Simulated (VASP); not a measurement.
# CsLiCr2Te2S3 (P3m1) in VASP: relaxation of cell and atoms with PBE

Aim: the relaxation of cell and atoms of CsLiCr2Te2S3 with PBE.

Everything below comes from runs of VASP 6.6.1. Logs are shortened: lines on timing, memory, paths and dates and some standing lists are left out, and cuts for length are marked.

## 1. The structure

Symmetry: P3m1, No. 156, trigonal system. The conventional cell has a = 3.700 Å, b = 3.700 Å, c = 17.200 Å, α = 90.00°, β = 90.00°, γ = 120.00°. Cs (site symmetry 3m) is surrounded by 3 Te at 3.03 Å and 3 S at 3.09 Å. Li (site symmetry 3m) has 6 S at 2.55 to 2.56 Å as nearest neighbours. Cr (site symmetry 3m) is surrounded by 6 S at 2.52 to 2.53 Å. Cr (site symmetry 3m) has 6 Te at 2.69 to 2.71 Å as nearest neighbours. Around Te (site symmetry 3m) lie 3 Cr at 2.69 Å. Te (site symmetry 3m) has 3 Cr at 2.71 Å and 3 Cs at 3.03 Å as nearest neighbours. S (site symmetry 3m) has 3 Cr at 2.52 Å and 3 Li at 2.55 Å as nearest neighbours. S (site symmetry 3m) has 3 Cr at 2.53 Å as nearest neighbours.

The cell was built by a generator and needn't be a form met in nature.

## 2. Relaxation of cell and atoms, PBE, collinear spin, ferromagnetic start

Contents of INCAR:

```
SYSTEM = CsLiCr2Te2S3
PREC = Normal
ENCUT = 520
EDIFF = 1E-4
ISMEAR = 0
SIGMA = 0.15
LREAL = Auto
LASPH = .True.
NELM = 60
ALGO = Fast
ISIF = 3
LWAVE = .False.
LCHARG = .False.
ISPIN = 2
MAGMOM = 0 0 3 3 0 0 0 0 0
LORBIT = 11
LMAXMIX = 4
GGA = PE
IBRION = 2
NSW = 24
EDIFFG = -0.08
KPAR = 2
```

Contents of KPOINTS:

```
Automatic mesh
0
Gamma
  4 4 1
  0 0 0
```

Contents of POSCAR:

```
CsLiCr2Te2S3
1.0
    3.7000000000      0.0000000000      0.0000000000
   -1.8500000000      3.2042939900      0.0000000000
    0.0000000000      0.0000000000     17.2000000000
Cs Li Cr Te S
1 1 2 2 3
Direct
    0.3333333300      0.6666666700      0.4500000000
    0.0000000000      0.0000000000      0.2380000000
    0.6666666700      0.3333333300      0.0790000000
    0.0000000000      0.0000000000      0.6720000000
    0.3333333300      0.6666666700      0.7670000000
    0.6666666700      0.3333333300      0.5750000000
    0.3333333300      0.6666666700      0.1570000000
    0.0000000000      0.0000000000      0.0000000000
    0.6666666700      0.3333333300      0.3200000000
```

Potentials or basis: VASP PAW PBE potentials, release 64 (Cs_sv, Li_sv, Cr_pv, Te, S).

On the command line:

```
> cat potpaw_PBE.64/Cs_sv/POTCAR potpaw_PBE.64/Li_sv/POTCAR potpaw_PBE.64/Cr_pv/POTCAR potpaw_PBE.64/Te/POTCAR potpaw_PBE.64/S/POTCAR > POTCAR
> mpirun -np 2 vasp_std > vasp.out
```

OUTCAR:

```text
SYSTEM = CsLiCr2Te2S3
   PREC = Normal
   ENCUT = 520
   EDIFF = 1E-4
   ISMEAR = 0
   LREAL = Auto
   LASPH = .True.
   NELM = 60
   ISIF = 3
   ISPIN = 2
   LORBIT = 11
   GGA = PE
   IBRION = 2
   NSW = 24
   EDIFFG = -0.08

 ion  position               nearest neighbor table
   1  0.333  0.667  0.450-   6 3.03   6 3.03   6 3.03
   2  0.000  0.000  0.238-   7 2.55   7 2.55   7 2.55   9 2.56   9 2.56   9 2.56
   3  0.667  0.333  0.079-   7 2.52   7 2.52   7 2.52   8 2.53   8 2.53   8 2.53
   4  0.000  0.000  0.672-   5 2.69   5 2.69   5 2.69   6 2.71   6 2.71   6 2.71
   5  0.333  0.667  0.767-   4 2.69   4 2.69   4 2.69
   6  0.667  0.333  0.575-   4 2.71   4 2.71   4 2.71   1 3.03   1 3.03   1 3.03
   7  0.333  0.667  0.157-   3 2.52   3 2.52   3 2.52   2 2.55   2 2.55   2 2.55
   8  0.000  0.000  0.000-   3 2.53   3 2.53   3 2.53
   9  0.667  0.333  0.320-   2 2.56   2 2.56   2 2.56

  LATTYP: Found a hexagonal cell.
 ALAT       =     3.7000000000
 C/A-ratio  =     4.6486486486

  Lattice vectors:

 A1 = (   3.7000000000,   0.0000000000,   0.0000000000)
 A2 = (  -1.8500000000,   3.2042939900,   0.0000000000)
 A3 = (   0.0000000000,   0.0000000000,  17.2000000000)

Analysis of symmetry for initial positions (statically):
=====================================================================
 Subroutine PRICEL returns:
 Original cell was already a primitive cell.

 Routine SETGRP: Setting up the symmetry group for a
 hexagonal supercell.

 Subroutine GETGRP returns: Found  6 space group operations
 (whereof  6 operations were pure point group operations)
 out of a pool of 24 trial point group operations.

The static configuration has the point symmetry C_3v.

Analysis of symmetry for dynamics (positions and initial velocities):
=====================================================================
 Subroutine PRICEL returns:
 Original cell was already a primitive cell.

 Routine SETGRP: Setting up the symmetry group for a
 hexagonal supercell.

 Subroutine GETGRP returns: Found  6 space group operations
 (whereof  6 operations were pure point group operations)
 out of a pool of 24 trial point group operations.

The dynamic configuration has the point symmetry C_3v.

Analysis of structural, dynamic, and magnetic symmetry:
=====================================================================
 Subroutine PRICEL returns:
 Original cell was already a primitive cell.

 Routine SETGRP: Setting up the symmetry group for a
 hexagonal supercell.

 Subroutine GETGRP returns: Found  6 space group operations
 (whereof  6 operations were pure point group operations)
 out of a pool of 24 trial point group operations.

The overall configuration has the point symmetry C_3v.

 Subroutine INISYM returns: Found  6 space group operations
 (whereof  6 operations are pure point group operations),
 and found     1 'primitive' translations

----------------------------------------------------------------------------------------

                                     Primitive cell

  volume of cell :     203.9213

  direct lattice vectors                    reciprocal lattice vectors
     3.700000000  0.000000000  0.000000000     0.270270270  0.156040613  0.000000000
    -1.850000000  3.204293990  0.000000000     0.000000000  0.312081227  0.000000000
     0.000000000  0.000000000 17.200000000     0.000000000  0.000000000  0.058139535

  length of vectors
     3.700000000  3.699999997 17.200000000     0.312081227  0.312081227  0.058139535

  position of ions in fractional coordinates (direct lattice)
     0.333333330  0.666666670  0.450000000
     0.000000000  0.000000000  0.238000000
     0.666666670  0.333333330  0.079000000
     0.000000000  0.000000000  0.672000000
     0.333333330  0.666666670  0.767000000
     0.666666670  0.333333330  0.575000000
     0.333333330  0.666666670  0.157000000
     0.000000000  0.000000000  0.000000000
     0.666666670  0.333333330  0.320000000

  ion indices of the primitive-cell ions
   primitive index   ion index
                 1           1
                 2           2
                 3           3
                 4           4
                 5           5
                 6           6
                 7           7
                 8           8
                 9           9

----------------------------------------------------------------------------------------

 KPOINTS: Automatic mesh

Automatic generation of k-mesh.
 Grid dimensions read from file:
 generate k-points for:    4    4    1

 Generating k-lattice:

  Cartesian coordinates                     Fractional coordinates (reciprocal lattice)
     0.067567568  0.039010153  0.000000000     0.250000000  0.000000000  0.000000000
     0.000000000  0.078020307  0.000000000     0.000000000  0.250000000  0.000000000
     0.000000000  0.000000000  0.058139535     0.000000000  0.000000000  1.000000000

  Length of vectors
     0.078020307  0.078020307  0.058139535

  Shift w.r.t. Gamma in fractional coordinates (k-lattice)
     0.000000000  0.000000000  0.000000000

 Subroutine IBZKPT returns following result:
 ===========================================

 Found      4 irreducible k-points:

 Following reciprocal coordinates:
            Coordinates               Weight
  0.000000  0.000000  0.000000      1.000000
  0.250000  0.000000  0.000000      6.000000
  0.500000  0.000000  0.000000      3.000000
  0.250000  0.250000  0.000000      6.000000
   k-points           NKPTS =      4   k-points in BZ     NKDIM =      4   number of bands    NBANDS=     42
   number of dos      NEDOS =    301   number of ions     NIONS =      9
   total plane-waves  NPLWV =  55296
   dimension x,y,z NGX =    24 NGY =   24 NGZ =   96
   dimension x,y,z NGXF=    48 NGYF=   48 NGZF=  192
   ions per type =               1   1   2   2   3
   NGX,Y,Z   is equivalent  to a cutoff of  10.78, 10.78,  9.28 a.u.
   NGXF,Y,Z  is equivalent  to a cutoff of  21.57, 21.57, 18.56 a.u.
 SYSTEM =  CsLiCr2Te2S3
   PREC   = normal    normal or accurate (medium, high low for compatibility)
   ISTART =      0    job   : 0-new  1-cont  2-samecut
   ICHARG =      2    charge: 1-file 2-atom 10-const
   ISPIN  =      2    spin polarized calculation?
   LNONCOLLINEAR =      F non collinear calculations
   LSORBIT =      F    spin-orbit coupling
   LASPH  =      T    aspherical Exc in radial PAW
   ENCUT  =  520.0 eV  38.22 Ry    6.18 a.u.   6.88  6.88 31.98*2*pi/ulx,y,z
   NELM   =     60;   NELMIN=  2; NELMDL= -5     # of ELM steps
   EDIFF  = 0.1E-03   stopping-criterion for ELM
   LREAL  =      T    real-space projection
   EDIFFG = -.8E-01   stopping-criterion for IOM
   NSW    =     24    number of steps for IOM
   IBRION =      2    ionic relax: 0-MD 1-quasi-New 2-CG
   NFREE  =      1    steps in history (QN), initial steepest desc. (CG)
   ISIF   =      3    stress and relaxation
   ISYM   =      2    0-nonsym 1-usesym 2-fastsym
   POTIM  = 0.5000    time-step for ionic-motion
   TEBEG  =    0.0;   TEEND  =   0.0 temperature during run
   PSTRESS=    0.0 pullay stress
   NELECT =      66.0000    total number of electrons
   NUPDOWN=      -1.0000    fix difference up-down
   EMIN   =  10.00;   EMAX   =-10.00  energy-range for DOS
   EFERMI =   0.00;   METHOD = LEGACY
   ISMEAR =     0;   SIGMA  =   0.15  broadening in eV -4-tet -1-fermi 0-gaus
   EFERMI_NEDOS =   21; number of points for ismear=-14 and -15
   IALGO  =     68    algorithm
   IMIX   =      4    mixing-type and parameters
     AMIX     =   0.40;   BMIX     =  1.00
     AMIX_MAG =   1.60;   BMIX_MAG =  1.00
  volume/ion in A,a.u.               =      22.66       152.90
  Fermi-wavevector in a.u.,A,eV,Ry     =   1.124006  2.124063 17.189458  1.263390
  Thomas-Fermi vector in A             =   2.260675
   LORBIT       =     11    0 simple, 1 ext, 2 COOP (PROOUT), +10 PAW based schemes
   GGA     = PE    functional components
   LHFCALC =     F    Hartree Fock is set to
   AEXX    =    0.0000 exact exchange contribution
   IVDW    =     0    specifies the selected vdW correction
   LEPSILON=     F    determine dielectric tensor
   LRPA    =     F    only Hartree local field effects (RPA)
 conjugate gradient relaxation of ions
 spin polarized calculation
 RMM-DIIS sequential band-by-band and
 Gauss-broadening in eV      SIGMA  =   0.15
  energy-cutoff  :      520.00
  volume of cell :      203.92
 maximum number of plane-waves:      5518
   NGX = 13   NGY = 13   NGZ = 63

--------------------------------------- Ionic step        1  -------------------------------------------

 number of electron      66.0000031 magnetization       5.0659937

 Free energy of the ion-electron system (eV)
  ---------------------------------------------------
  ext. energy  EPLUGINS =         0.00000000
  ---------------------------------------------------
  free energy    TOTEN  =       -42.71016197 eV

  energy without entropy =      -42.64027182  energy(sigma->0) =      -42.67521690

------------------------ aborting loop because EDIFF is reached ----------------------------------------

  FORCE on cell =-STRESS in cart. coord.  units (eV):
  Direction    XX          YY          ZZ          XY          YZ          ZX
  --------------------------------------------------------------------------------------
  -------------------------------------------------------------------------------------
  Total        4.0228884      4.0228884      9.5348054     -0.0000000     -0.0000000      0.0000000
  in kB       31.6072010     31.6072009     74.9134662     -0.0000000     -0.0000000      0.0000000
  external PRESSURE =      46.0426227 kB  Pullay stress =       0.0000000 kB
[... 110 lines left out ...]
  FREE ENERGIE OF THE ION-ELECTRON SYSTEM (eV)
  ---------------------------------------------------
  free  energy   TOTEN  =       -44.1413019903 eV

  energy  without entropy=      -44.0656542722  energy(sigma->0) =      -44.10347813

 E-fermi :   3.5176     XC(G=0):  -8.8388

 val. band max:        3.4039639165   @ k =   0.2500   0.0000   0.0000
 cond. band min:       3.5471906507   @ k =   0.2500   0.2500   0.0000
 fundamental gap:      0.1432267342
 Fermi energy:         3.5176493155

 spin component 1

 k-point     1 :       0.0000    0.0000    0.0000
  band No.  band energies     occupation
      1     -41.2486      1.00000
      2     -40.5432      1.00000
      3     -40.5046      1.00000
      4     -40.5046      1.00000
      5     -40.2583      1.00000
      6     -40.2412      1.00000
[... 169 lines left out ...]
     41       5.6106      0.00000
     42       7.1255      0.00000
 Fermi energy:         3.5176493155

 spin component 2

 k-point     1 :       0.0000    0.0000    0.0000
  band No.  band energies     occupation
      1     -41.2493      1.00000
      2     -37.7515      1.00000
      3     -37.7515      1.00000
      4     -37.6708      1.00000
      5     -37.4821      1.00000
      6     -37.4044      1.00000
[... 169 lines left out ...]
     41       6.7131      0.00000
     42       7.2446      0.00000

[... ionic steps 4 to 14 ...]

--------------------------------------- Ionic step       15  -------------------------------------------

 number of electron      65.9999973 magnetization       4.5254281

------------------------ aborting loop because EDIFF is reached ----------------------------------------
[... 81 lines left out ...]
--------------------------------------- Ionic step       17  -------------------------------------------

 number of electron      65.9999924 magnetization       4.5181053

 Free energy of the ion-electron system (eV)
  ---------------------------------------------------
  ext. energy  EPLUGINS =         0.00000000
  ---------------------------------------------------
  free energy    TOTEN  =       -44.91933060 eV

  energy without entropy =      -44.86330601  energy(sigma->0) =      -44.89131831

 E-fermi :   3.5030     XC(G=0):  -8.8300

 val. band max:        3.3930044139   @ k =   0.2500   0.0000   0.0000
 cond. band min:       3.5336995039   @ k =   0.2500   0.2500   0.0000
 fundamental gap:      0.1406950900
 Fermi energy:         3.5030341450

 spin component 1

 k-point     1 :       0.0000    0.0000    0.0000
  band No.  band energies     occupation
      1     -41.2416      1.00000
      2     -40.5582      1.00000
      3     -40.5209      1.00000
      4     -40.5209      1.00000
      5     -40.2626      1.00000
      6     -40.2468      1.00000
[... 169 lines left out ...]
     41       5.5917      0.00000
     42       7.1099      0.00000
 Fermi energy:         3.5030341450

 spin component 2

 k-point     1 :       0.0000    0.0000    0.0000
  band No.  band energies     occupation
      1     -41.2432      1.00000
      2     -37.7683      1.00000
      3     -37.7683      1.00000
      4     -37.6859      1.00000
      5     -37.4834      1.00000
      6     -37.4052      1.00000
[... 205 lines left out ...]
  FREE ENERGIE OF THE ION-ELECTRON SYSTEM (eV)
  ---------------------------------------------------
  free  energy   TOTEN  =       -44.9193305958 eV

  energy  without entropy=      -44.8633060143  energy(sigma->0) =      -44.89131831

 reached required accuracy - stopping structural energy minimisation

 total charge

# of ion       s       p       d       tot
------------------------------------------
    1        1.846   4.678   0.085   6.608
    2        2.011   0.041   0.000   2.052
    3        0.283   6.264   4.005  10.552
    4        0.272   6.236   4.134  10.642
    5        1.387   1.967   0.035   3.389
    6        1.368   2.026   0.034   3.428
    7        1.341   2.348   0.000   3.689
    8        1.348   2.340   0.000   3.688
    9        1.345   2.344   0.000   3.688
--------------------------------------------------
tot         11.200  28.243   8.292  47.736

 magnetization (x)

# of ion       s       p       d       tot
------------------------------------------
    1        0.001  -0.002  -0.000  -0.002
    2        0.000  -0.002   0.000  -0.001
    3        0.045   0.034   2.672   2.751
    4        0.044   0.024   2.756   2.825
    5       -0.004  -0.172   0.006  -0.170
    6       -0.005  -0.151   0.007  -0.150
    7       -0.006  -0.173   0.000  -0.179
    8       -0.009  -0.247   0.000  -0.256
    9       -0.007  -0.228   0.000  -0.234
--------------------------------------------------
tot          0.061  -0.917   5.440   4.584
```

Run time: 4.3 min. Hardware: 2 MPI ranks of AMD EPYC 9R45 (Zen 5), shared host; peak memory 0.29 GiB.

These settings aren't checked as converged: the numbers below hold their error.

Results:

* Free energy: -44.9193 eV
* Relaxed volume: 26.04 Å³/atom
* Relaxed cell: a = 3.725 Å, b = 3.725 Å, c = 19.506 Å, α = 90.00°, β = 90.00°, γ = 120.00°
* Space group after relaxing (to 0.05 Å): P3m1 (No. 156)
* Energy gained by relaxing: 245.5 meV/atom
* Ionic steps: 17
* Largest force after relaxing: 0.072 eV/Å
* Band gap on the k mesh: none (metal or under the smearing width)
* Net moment: 4.52 μB per cell
* Site moments: Cs -0.00; Li -0.00; Cr +2.75, +2.83; Te -0.17, -0.15; S -0.18, -0.26, -0.23 μB
* Valence electrons inside the program's atomic spheres: Cs 6.61; Li 2.05; Cr 10.55, 10.64; Te 3.39, 3.43; S 3.69

Caveat: the k mesh is coarse (spacing up to 0.49 Å⁻¹), so the values aren't converged; the cutoff is under 1.25 times the usual one of these potentials, so pressure, stress and relaxed cells hold a basis-set (Pulay) error; only a ferromagnetic start was run, and an antiferromagnetic order may lie lower in energy; the relaxation stopped at a loose force limit of 0.08 eV/Å, so its end isn't a converged minimum.
